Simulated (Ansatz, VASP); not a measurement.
# Cross-check of FeSi2 (Linzhiite) between VASP and Ansatz, part 2 of 2

One calculation is typed for both programs; each brings its own data sets and cutoff. How far apart do they land? The cell is taken from a series of VASP runs on this material, whose earlier steps may have relaxed, scaled or displaced it; both programs get it as it stands.

VASP 6.6.1 and Ansatz 0.2.0.

So far: The starting structure; VASP: relaxation of cell and atoms, PBEsol, DFT+U.

### Step 3. Ansatz: relaxation of cell and atoms, PBEsol, DFT+U

Level of this step: Ansatz beside VASP: Kohn-Sham DFT, plane waves, PBEsol, DFT+U (Ansatz).

Ansatz runs on its default PAW (the set named soft_2) files.

The same cell, functional, mesh and smearing now go to Ansatz, which takes its cutoff from its data sets.

input.yaml

```yaml
crystal:
  lattice:
    - [2.658761913, 0.0, 0.0]
    - [0.0, 2.658761913, 0.0]
    - [0.0, 0.0, 5.0951332702]
  atoms:
    - { symbol: Fe, position: [0.0, 0.0, 0.0], spin: 3.0 }
    - { symbol: Si, position: [0.5, 0.5, 0.2706572249] }
    - { symbol: Si, position: [0.5, 0.5, 0.7293427751] }
hamiltonian:
  xc: pbesol
  pseudopotentials: { kind: paw }
  hubbard: { sites: [{ species: Fe, l: d, u_eff: 3.0 }] }
magnetization:
  spin_polarized: true
kpoints:
  mp_grid: { grid: [8, 8, 5] }
scf:
  occupations: { method: gaussian, width: 0.05 }
relax:
  f_tol: 0.01
  max_steps: 60
  cell: { stress_tol: 0.05 }
output:
  forces: true
  stress: true
  write_density: true
  write_potential: true
  elf: true
  volumetric_format: npy
```

Launch:

```
> ansatz run input.yaml --threads 4 --pin off --max-ram 9216MiB --backend cpu --events-out ev --progress --plain --runs-dir out
```

Numbers of over 12 decimals in the logs are rounded to 6 here.

Log:

```text
Fe: projections on atomic orbitals take those of the free atom [Ne] 3s2 3p6 3d6 4s2, of charge +0.00 (hamiltonian.pseudopotentials.projection_atoms); the dataset's partial waves leave at most 1.1e-6 of an orbital's norm unspanned inside its sphere
Si: projections on atomic orbitals take those of the free atom [Ne] 3s2 3p2, of charge +0.00 (hamiltonian.pseudopotentials.projection_atoms); the dataset's partial waves leave at most 6.1e-8 of an orbital's norm unspanned inside its sphere
Engine: ansatz 0.2.0, x86_64-unknown-linux-gnu
Pseudopotentials: kind: paw
Pseudopotential: Fe, paw, valence charge 16, recommended cutoff 420 eV (normal), Fe.paw.azcp
Pseudopotential: Si, paw, valence charge 4, recommended cutoff 420 eV (normal), Si.paw.azcp
Functional definition: PBEsol
  exchange = pbesol_x
  correlation = pbesol_c
Crystal: 3 atoms, lattice volume = 36.018 Å³
Basis set: ecut = 420 eV, 701 PW (Γ), exchange–correlation on 36×36×72 points (8 copies of the dense FFT grid, shifted against one another)
Bands: 18, of which v1, the nominal top of the filled ones, is band 12 counted from 1 (11 counted from 0)
Symmetry: 16 space group operations
Space group: P4/mmm (ITA 123), of the structure as read, at distance tolerance 3.3e-5 Å
Magnetic group: BNS 123.339 (UNI 999), of the structure as read, at distance tolerance 3.3e-5 Å
k-points: 45 of 320
Non-local potential: Fe, projectors of the file, l = 0: 3, l = 1: 2, l = 2: 3, l = 3: 1
Non-local potential: Si, projectors of the file, l = 0: 2, l = 1: 2, l = 2: 2
PAW form: soft (Blöchl's): semilocal exchange-correlation on the pseudo side does not see the compensation charge
PAW frozen core: Fe, regenerated for the run's functional, and the local potential with it (the file was generated under x = pbe(κ = 0.804, μ = 0.219515), c = pbe(β = 0.066725))
PAW frozen core: Si, regenerated for the run's functional, and the local potential with it (the file was generated under x = pbe(κ = 0.804, μ = 0.219515), c = pbe(β = 0.066725))
PAW one-centre angular grid: Fe, 590 points (default); XC on 64 Gauss nodes
PAW one-centre angular grid: Si, 110 points (default); XC on 64 Gauss nodes
Initial density: superposition of atomic densities (chi_scale 0.1, normalization cell)
Starting moments: Σ|m| = 3 μB on 1 of 3 sites
Initial wavefunctions: pseudopotential atomic-orbital guess
Functional: x = pbesol(κ = 0.804, μ = 0.123457), c = pbesol(β = 0.046)
SCF iter   1: F=—  HF=-5690.533415 eV  |F-HF|=—  |Δ(HF+E_count)|=         —  Δρ=1.10e-1 (↑4.62e-2 ↓1.10e-1)  dr2=7.23e0  dr2_m=1.72e0  M=1.280 μB ∫|m|=1.870 μB  β_m=0.30  ethr=3.10e-3  ⟨swp⟩=5.9  Hψ=8214  notcnv=0
preconditioner: auto → none  [metal: Δε(μ)=0.019 eV  Ē_g=10.018 eV  σ=0.050 eV  W_gap=0.21  n_scr=8 (ndim 8)  ℏωp=24.7 eV  f_vac=0.000  D(μ)=2.26/eV (n_scr^D=20)  sad-step TF]
SCF iter   2: F=—  HF=-5690.396151 eV  |F-HF|=—  |Δ(HF+E_count)|=   1.37e-1  Δρ=6.13e-2 (↑6.13e-2 ↓4.46e-2)  dr2=1.97e0  dr2_m=6.93e-1  M=1.413 μB ∫|m|=1.943 μB  β_m=0.30  ethr=3.10e-3  ⟨swp⟩=2.7  Hψ=3385  notcnv=0  defer=135
SCF iter   3: F=—  HF=-5690.040440 eV  |F-HF|=—  |Δ(HF+E_count)|=   3.56e-1  Δρ=3.64e-2 (↑3.64e-2 ↓3.44e-2)  dr2=2.39e-1  dr2_m=3.65e-1  M=1.397 μB ∫|m|=1.913 μB  β_m=0.30  ethr=3.10e-3  ⟨swp⟩=2.6  Hψ=2801  notcnv=0  defer=135
SCF iter   4: F=—  HF=-5690.082559 eV  |F-HF|=—  |Δ(HF+E_count)|=   4.21e-2  Δρ=2.65e-2 (↑2.65e-2 ↓2.59e-2)  dr2=3.30e-2  dr2_m=2.15e-1  M=1.376 μB ∫|m|=1.874 μB  β_m=0.30  ethr=9.94e-4  ⟨swp⟩=2.3  Hψ=2651  notcnv=0  defer=132
SCF iter   5: F=—  HF=-5690.135108 eV  |F-HF|=—  |Δ(HF+E_count)|=   5.25e-2  Δρ=2.23e-2 (↑2.14e-2 ↓2.23e-2)  dr2=1.24e-3  dr2_m=1.57e-1  M=1.329 μB ∫|m|=1.808 μB  β_m=0.30  ethr=1.37e-4  ⟨swp⟩=2.1  Hψ=2815  notcnv=0  defer=130
SCF iter   6: F=—  HF=-5690.175112 eV  |F-HF|=—  |Δ(HF+E_count)|=   4.00e-2  Δρ=2.15e-2 (↑1.88e-2 ↓2.15e-2)  dr2=4.57e-3  dr2_m=1.33e-1  M=1.269 μB ∫|m|=1.734 μB  β_m=0.30  ethr=5.19e-6  ⟨swp⟩=2.2  Hψ=2434  notcnv=0  defer=130
SCF iter   7: F=—  HF=-5690.205567 eV  |F-HF|=—  |Δ(HF+E_count)|=   3.05e-2  Δρ=1.87e-2 (↑1.87e-2 ↓1.67e-2)  dr2=3.39e-3  dr2_m=1.03e-1  M=1.229 μB ∫|m|=1.685 μB  β_m=0.30  ethr=5.19e-6  ⟨swp⟩=2.5  Hψ=2959  notcnv=0  defer=130
SCF iter   8: F=—  HF=-5690.231522 eV  |F-HF|=—  |Δ(HF+E_count)|=   2.60e-2  Δρ=2.06e-2 (↑1.43e-2 ↓2.06e-2)  dr2=2.17e-2  dr2_m=9.98e-2  M=1.168 μB ∫|m|=1.605 μB  β_m=0.30  ethr=5.19e-6  ⟨swp⟩=2.5  Hψ=2825  notcnv=0  defer=129
Mixer restart at iter 8: flushing history
spin-set hold released at iteration 8 (site moments contracting): the magnetisation degrees of freedom join the quasi-Newton model from the next iteration; the mixer history was flushed
SCF iter   9: F=—  HF=-5691.961525 eV  |F-HF|=—  |Δ(HF+E_count)|=         —  Δρ=1.23e-1 (↑1.23e-1 ↓1.03e-1)  dr2=1.53e-1  dr2_m=4.12e0  M=-0.116 μB ∫|m|=0.215 μB  β_m=1.00  ethr=5.19e-6  ⟨swp⟩=2.6  Hψ=3508  notcnv=0  defer=130
Mixer restart at iter 9: flushing history
SCF iter  10: F=—  HF=-5691.094481 eV  |F-HF|=—  |Δ(HF+E_count)|=   8.67e-1  Δρ=7.58e-2 (↑4.96e-2 ↓7.58e-2)  dr2=5.90e0  dr2_m=5.83e-2  M=-0.173 μB ∫|m|=0.178 μB  β_m=0.30  ethr=2.08e-4  ⟨swp⟩=3.6  Hψ=4285  notcnv=0  defer=142
[...]
k-points: 162 of 320 (time reversal used)
SCF iter   1: F=—  HF=-5690.545660 eV  |F-HF|=—  |Δ(HF+E_count)|=         —  Δρ=1.06e-1 (↑4.44e-2 ↓1.06e-1)  dr2=7.00e0  dr2_m=1.61e0  M=1.330 μB ∫|m|=1.894 μB  β_m=0.30  ethr=3.10e-3  ⟨swp⟩=5.8  Hψ=29564  notcnv=0
preconditioner: auto → none  [metal: Δε(μ)=0.032 eV  Ē_g=9.944 eV  σ=0.050 eV  W_gap=0.32  n_scr=8 (ndim 8)  ℏωp=24.6 eV  f_vac=0.000  D(μ)=2.52/eV (n_scr^D=28)  sad-step TF]
[...]
SCF iter  10: F=—  HF=-5690.504506 eV  |F-HF|=—  |Δ(HF+E_count)|=   1.65e-3  Δρ=6.13e-3 (↑6.13e-3 ↓2.87e-3)  dr2=4.67e-3  dr2_m=6.16e-3  M=0.206 μB ∫|m|=0.380 μB  β_m=0.85  ethr=3.20e-6  ⟨swp⟩=2.4  Hψ=11909  notcnv=0  defer=462
SCF iter  11: F=—  HF=-5690.504262 eV  |F-HF|=—  |Δ(HF+E_count)|=   2.44e-4  Δρ=5.80e-3 (↑5.80e-3 ↓3.62e-3)  dr2=2.59e-3  dr2_m=6.89e-3  M=0.206 μB ∫|m|=0.381 μB  β_m=0.62  ethr=3.20e-6  ⟨swp⟩=2.1  Hψ=7970  notcnv=0  defer=462
SCF iter  12: F=—  HF=-5690.505178 eV  |F-HF|=—  |Δ(HF+E_count)|=   9.17e-4  Δρ=4.03e-3 (↑3.49e-3 ↓4.03e-3)  dr2=3.35e-4  dr2_m=4.49e-3  M=0.206 μB ∫|m|=0.367 μB  β_m=0.40  ethr=3.20e-6  ⟨swp⟩=2.1  Hψ=8944  notcnv=0  defer=462
SCF iter  13: F=—  HF=-5690.507178 eV  |F-HF|=—  |Δ(HF+E_count)|=   2.00e-3  Δρ=1.66e-3 (↑1.64e-3 ↓1.66e-3)  dr2=8.23e-5  dr2_m=8.22e-4  M=0.206 μB ∫|m|=0.333 μB  β_m=0.79  ethr=1.40e-6  ⟨swp⟩=2.4  Hψ=8874  notcnv=0  defer=462
SCF iter  14: F=—  HF=-5690.507801 eV  |F-HF|=—  |Δ(HF+E_count)|=   6.24e-4  Δρ=3.69e-4 (↑3.69e-4 ↓1.42e-4)  dr2=3.24e-5  dr2_m=1.38e-5  M=0.203 μB ∫|m|=0.306 μB  β_m=0.89  ethr=3.43e-7  ⟨swp⟩=2.2  Hψ=9617  notcnv=0  defer=460
SCF iter  15: F=—  HF=-5690.507854 eV  |F-HF|=—  |Δ(HF+E_count)|=   5.24e-5  Δρ=6.44e-5 (↑4.12e-5 ↓6.44e-5)  dr2=8.83e-7  dr2_m=7.71e-7  M=0.202 μB ∫|m|=0.302 μB  β_m=0.92  ethr=1.35e-7  ⟨swp⟩=2.2  Hψ=8940  notcnv=0  defer=460
SCF iter  16: F=—  HF=-5690.507855 eV  |F-HF|=—  |Δ(HF+E_count)|=   1.26e-6  Δρ=3.64e-5 (↑3.64e-5 ↓3.14e-5)  dr2=1.58e-6  dr2_m=1.13e-7  M=0.202 μB ∫|m|=0.301 μB  β_m=0.96  ethr=3.68e-9  ⟨swp⟩=2.2  Hψ=8958  notcnv=0  defer=460
SCF iter  17: F=—  HF=-5690.507855 eV  |F-HF|=—  |Δ(HF+E_count)|=   1.57e-7  Δρ=1.42e-5 (↑1.42e-5 ↓9.57e-6)  dr2=2.39e-7  dr2_m=8.93e-9  M=0.202 μB ∫|m|=0.301 μB  β_m=0.85  ethr=3.68e-9  ⟨swp⟩=2.1  Hψ=7561  notcnv=0  defer=460
iter 18 did not close the SCF: its close was put off for a magnetic moment that had not settled (scf_convergence_deferred on its scf_iter line)
SCF iter  18: F=-5690.507855 eV  HF=-5690.507855 eV  |F-HF|=6.32e-9  |Δ(HF+E_count)|=   2.84e-8  Δρ=3.06e-6 (↑2.20e-6 ↓3.06e-6)  dr2=1.03e-8  dr2_m=7.19e-10  M=0.202 μB ∫|m|=0.301 μB  β_m=0.82  ethr=4.17e-10  ⟨swp⟩=2.9  Hψ=11882  notcnv=0
SCF iter  19: F=-5690.507855 eV  HF=-5690.507855 eV  |F-HF|=1.38e-9  |Δ(HF+E_count)|=   1.15e-9  Δρ=1.58e-6 (↑1.10e-6 ↓1.58e-6)  dr2=1.74e-9  dr2_m=9.99e-11  M=0.202 μB ∫|m|=0.301 μB  ethr=4.28e-11  ⟨swp⟩=1.0  Hψ=14532  notcnv=0
SCF 2 converged in 19 iterations: F = -5690.507855 eV  dr2 = 1.74e-9
a single-point calculation of the run's input, under the relaxation's own `scf.mixing.negative_modes` where the relaxation goes by `scf.lower_state_search: light` itself or types `scf.max_iter`, was made at the relaxed geometry, from the atoms, with one SCF from other starting moments behind it, in 50 SCF iterations in all. It converged +0.0 meV from the relaxation's final energy, with moments (0.23, -0.01, -0.01 Boh [...]
SCF converged after 6 iterations
Magnetization: -0.2018 μB (11.8991 up, 12.1009 down)
Absolute magnetization: 0.3012 μB (∫|ρ↑−ρ↓|, with the PAW one-centre terms)
Spin contamination: 0.0081 ħ² per cell (⟨S²⟩ above its minimum at these occupations)
Per-site moments (μB) at R_I (Å): [(-0.230660, 0.965211), (0.010341, 0.963252), (0.010341, 0.963252)]
Free energy (F): -5690.507855 eV
Harris-Foulkes:  -5690.507855 eV  (|F-HF|=1.27e-11)
Internal energy: -5690.507367 eV  (E = F + TS)
E sigma→0 (E₀):  -5690.507611 eV
Entropy (-TS):   -0.000488 eV (-0.163 meV/atom)
Fermi energy:    14.454753 eV
--- Per-component energies (eV) ---
  E_band       = -217.292393
  E_kinetic    = 450.270971
  E_local      = -3513.601193  (includes V_loc(G=0)·N_el)
  E_nonlocal   = 265.457877
  E_hartree    = 1570.640834
  E_xc         = -233.066466
  E_vxc        = -253.881755  (∫ρ·V_xc dr)
  E_hubbard    = 2.791895  (on-site DFT+U / exact-exchange correction)
  E_vhub       = -5.380381  (the Hubbard potential's part of the band-sum identity)
  E_paw        = -2331.994063  (= ΣΔE_a)
  E_vpaw       = -301.440088  (= ΣTr[D̂ρ^β])
  E_aug_tail   = 0.000879  (compensation charges beyond the density's cutoff)
  E_ewald      = -1901.250426
  E_core_change = 0.242323  (= ΣΔE_core)
  E_smearing   = -0.000488  (= −TS)
  E_closure    = 0.000000  (closes the sum)
  Σ components = -5690.507855   (vs F -5690.507855, Δ=0.00e0)
--- Forces (eV/Å), atoms counted from 1 ---
  atom   1  Fe     0.00000000     0.00000000     0.00000000
  atom   2  Si     0.00000000     0.00000000    -0.00370985
  atom   3  Si     0.00000000     0.00000000     0.00370985
  max |Σ_I F_I| component: 1.04e-17 eV/Å
--- Stress (GPa, compression-positive) ---
        0.031112       0.000000       0.000000
       -0.000000       0.031112       0.000000
        0.000000       0.000000      -0.022714
  P = ⅓ Tr σ = 0.0132 GPa (0.132 kbar)
--- Band table (eV; the first three rows and the last of 90) ---
  k-point 0 ↑: bands = [... 8 lower, 12.7117, 12.7774, 12.7774, 13.3896, 19.1325, 19.1325, 21.0293, 21.7456, ... 2 higher]
  k-point 1 ↑: bands = [... 8 lower, 12.6201, 12.7618, 12.7618, 13.3898, 19.2226, 19.3903, 19.3903, 21.2948, ... 2 higher]
  k-point 2 ↑: bands = [... 8 lower, 12.2560, 12.7370, 12.7370, 13.3901, 17.4213, 20.0655, 20.0655, 20.8783, ... 2 higher]
  k-point 44 ↓: bands = [... 8 lower, 11.1138, 11.1138, 12.2548, 14.4975, 14.8313, 14.8313, 15.7498, 17.0298, ... 2 higher]
--- Relaxed structure (3 steps of the walk, 3 accepted, 1 SCFs on fresh bases) ---
  F+E_penalty+E_count = -5690.50785502 eV   max|allowed force component| = 3.710e-3 eV/Å   (the final SCF, on the basis selected at the relaxed cell)
  cell:  # Å, volume = 36.3557 Å³
    - [2.670027, 0, 0.0]
    - [0, 2.670027, 0.0]
    - [0.0, 0.0, 5.099667]
  atoms:
    - { symbol: Fe, position: [0, 0, 0.0] }
    - { symbol: Si, position: [0.5, 0.5, 0.271048] }
    - { symbol: Si, position: [0.5, 0.5, 0.728952] }
```

Run time: 33 s. Hardware: 4 threads of Intel Xeon Platinum 8488C (Sapphire Rapids), shared host; peak memory 0.66 GiB.

### Step 4. Differences

Known differences besides the potentials themselves: U acts on the PAW sphere in VASP and on atomic orbitals in Ansatz, so only states and trends compare; both relaxations stop at a tolerance, which leaves soft axes loose, and VASP keeps its plane-wave basis; the data sets hold 24 valence electrons in Ansatz (default PAW (the set named soft_2) files) and 16 in VASP; the cutoff is 420 eV in Ansatz and 400 eV in VASP; Ansatz makes its cores anew for this functional, VASP keeps those of its PBE data sets; Ansatz adds a Pulay correction to the stress that steers its cell, VASP none; site moments are counted in spheres of each program's own size. Total energies have different zeros and are not compared.

The two programs side by side:

```tsv
quantity	Ansatz	VASP	difference
volume (Å³)	36.36	36.00	+1.00 %
edge a after relaxation, in the typed setting (Å)	2.670	2.658	+0.44 %
edge c after relaxation, in the typed setting (Å)	5.100	5.094	+0.12 %
total moment (μB)	0.20	0.20	0.00
moment on Fe1 (μB)	0.23	0.22	+0.01
```

Without spin-orbit coupling the overall direction of the spins is arbitrary; the signs of Ansatz's moments are turned here to match VASP's. The walks stopped with 0.01 GPa left in Ansatz and 0.03 GPa in VASP; each walk ends within a tolerance, so the volume difference is uncertain by about these residues over the bulk modulus, most in soft cells.

### Step 5. Results

```json
{"difference in volume (relaxation of cell and atoms, PBEsol, DFT+U)": "1.00 %"}
```

What this shows: The difference in volume is 1.00 % (relaxation of cell and atoms, PBEsol, DFT+U). How closely two codes agree says nothing of how well the functional describes the real material.

[Lines on the potential files, build, host, timing and source positions are cut from VASP's logs without a mark.]

[Logs are printed without paths, hosts, clocks, repeated set-up lines and the standing remarks that a program may print on its own settings, such as how far it seeks lower states.]

[Hosts, paths, dates, database ids (printed as entryN), source tags and the programs' standing remarks are cut or masked in the printed files.]
